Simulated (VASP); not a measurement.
Given:

```xyz
2
Lattice="0.0000 2.4529 2.4529 2.4529 0.0000 2.4529 2.4529 2.4529 0.0000" Properties=species:S:1:pos:R:3 pbc="T T T"
Co     0.0000     0.0000     0.0000
P      1.2265     1.2265     1.2265
```

These are PBEsol GGA, VASP's PBE PAW potentials (set 64) (plane waves; VASP) values and carry that method's errors. Settings: 400 eV cut-off, Gaussian smearing of 0.050 eV, potentials Co P.

Task: Give the energies of bands 2 to 9 at the high-symmetry points, in eV from the Fermi level.

Result: 
```tsv
band	Γ	X	U	L	W
2	-3.75	-5.80	-5.19	-5.78	-4.80
3	-3.75	-2.77	-3.81	-3.47	-4.21
4	-3.75	-2.77	-2.98	-3.47	-2.75
5	-1.69	-2.25	-2.31	-1.51	-2.37
6	-1.69	-1.24	-1.55	-1.51	-1.79
7	4.57	-0.96	-1.09	-1.26	-1.14
8	4.57	-0.23	-0.21	2.46	-0.53
9	4.57	-0.23	0.74	2.46	0.49
```

It has no gap at this level: it comes out as a metal or semimetal.

The structure was generated: CoP was put into the zinc blende type (F-43m), which need not be its known phase. It was relaxed first, which changed the volume by -24 %. The run is not spin-polarised, so no magnetic state was tried.
